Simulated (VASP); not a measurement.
VASP input:

### POSCAR
```
NiSi2
3.8089350
  0.0000000000   0.7071067733   0.7071067733
  0.7071067733   0.0000000000   0.7071067733
  0.7071067733   0.7071067733   0.0000000000
Si Ni
2 1
Cartesian
  0.3535533867   0.3535533867   0.3535533867
  1.0606601600   1.0606601600   1.0606601600
  0.0000000000   0.0000000000   0.0000000000
```

File KPOINTS:
```
Automatic mesh
0
Gamma
10 10 10
0 0 0
```

**INCAR**
```
# general
SYSTEM   = NiSi2
PREC     = Accurate
ENCUT    = 520
LREAL    = .FALSE.
LASPH    = .TRUE.

# electronic loop
EDIFF    = 1E-7
NELM     = 100
ALGO     = Normal
LMAXMIX  = 4

# smearing
ISMEAR   = 1
SIGMA    = 0.1

# functional
GGA      = MK
LUSE_VDW = .TRUE.
AGGAC    = 0.0
PARAM1   = 0.1234568
PARAM2   = 0.7114
ZAB_VDW  = -1.8867

# ions
ISIF     = 2

# output
LWAVE    = .FALSE.
LCHARG   = .FALSE.
```

POTCAR, in this order: Si Ni (PBE.64 set). Program: vasp_std.

Question: Write an equivalent input for Quantum ESPRESSO's pw.x.

Answer: One equivalent input (not run):
```
&CONTROL
  calculation = 'scf'
  pseudo_dir = './pseudo'
  outdir = './out'
  tprnfor = .true.
  tstress = .true.
/
&SYSTEM
  ibrav = 0
  nat = 3
  ntyp = 2
  ecutwfc = 98
  occupations = 'smearing'
  smearing = 'methfessel-paxton'
  degauss = 0.00735
  input_dft = 'vdw-df2-b86r'
/
&ELECTRONS
  conv_thr = 7.3e-09
  electron_maxstep = 100
/
ATOMIC_SPECIES
  Si 28.085 Si.upf
  Ni 58.693 Ni.upf
CELL_PARAMETERS angstrom
     0.0000000    2.6933237    2.6933237
     2.6933237    0.0000000    2.6933237
     2.6933237    2.6933237    0.0000000
ATOMIC_POSITIONS crystal
  Si   0.2500000  0.2500000  0.2500000
  Si   0.7500000  0.7500000  0.7500000
  Ni   0.0000000  0.0000000  0.0000000
K_POINTS automatic
  10 10 10 0 0 0
```
Limits of the translation: the potentials are each code's own (VASP's PAW set, PseudoDojo norm-conserving files in pw.x), so ENCUT and ecutwfc are chosen apart and not converted; conv_thr bounds pw.x's estimated SCF error, while EDIFF bounds the energy change between steps.

The compound is NiSi2 in the fluorite structure. This cell is one point of a volume scan, at 0.97 of the reference volume.
